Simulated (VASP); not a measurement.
Consider the following.

```
Mg3Sb2
1.0
    2.28399    -3.95599     0.00000
    2.28399     3.95599     0.00000
    0.00000     0.00000     7.24219
Mg Sb
3 2
Direct
  0.00000   0.00000   0.00000
  0.33333   0.66667   0.63369
  0.66667   0.33333   0.36631
  0.33333   0.66667   0.22841
  0.66667   0.33333   0.77159
```

Method: r2SCAN meta-GGA, VASP's PBE PAW potentials (set 64) (plane waves; VASP). Run with 520 eV cut-off, 6×6×4 Γ-centred mesh, tetrahedra with Blöchl corrections, potentials Mg Sb.

The cores are frozen, which limits the accuracy of field gradients.

Give the principal components of the electric field gradient (V/Å²) and the asymmetry η at each nucleus.

| atom | Vxx | Vyy | Vzz | η |
|---|---|---|---|---|
| Mg1 | -0.5 | -0.5 | 1.0 | 0.00 |
| Mg2 | -0.8 | -0.8 | 1.5 | 0.00 |
| Mg3 | -0.8 | -0.8 | 1.5 | 0.00 |
| Sb4 | -19.0 | -19.0 | 38.0 | 0.00 |
| Sb5 | -19.0 | -19.0 | 38.0 | 0.00 |

The compound is Mg3Sb2 in the a-la2o3 structure. It was relaxed first.
